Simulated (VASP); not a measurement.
Input:

```yaml
crystal:
  lattice:
    - [2.90842, 0.00000, 0.00000]
    - [0.00000, 2.90842, 0.00000]
    - [0.00000, 0.00000, 2.90842]
  atoms:
    - { symbol: Ga, position: [0.50000, 0.50000, 0.50000] }
    - { symbol: Co, position: [0.00000, 0.00000, 0.00000] }
```

Calculation: RPBE GGA, VASP's PBE PAW potentials (set 64) (plane waves; VASP). Numerical set-up: 520 eV cut-off, Gaussian smearing of 0.050 eV, potentials Ga_d Co.

Question: Give the energies of bands 6 to 14 at the high-symmetry points, in eV from the Fermi level.

Answer: 
```csv
band,Γ,X,M,R
6,-11.86,-7.86,-5.93,-3.98
7,-2.49,-6.73,-3.08,-3.98
8,-2.49,-2.25,-3.08,-3.98
9,-0.77,-1.72,-2.42,-0.25
10,-0.77,-1.72,-1.23,-0.25
11,-0.77,-0.75,-1.23,0.50
12,5.07,0.05,-0.28,3.72
13,5.07,10.32,2.06,3.72
14,5.07,10.32,3.00,3.72
```

It has no gap at this level: it comes out as a metal or semimetal.

The compound is CoGa in the CsCl type structure. It was relaxed first. The run is not spin-polarised, so no magnetic state was tried.
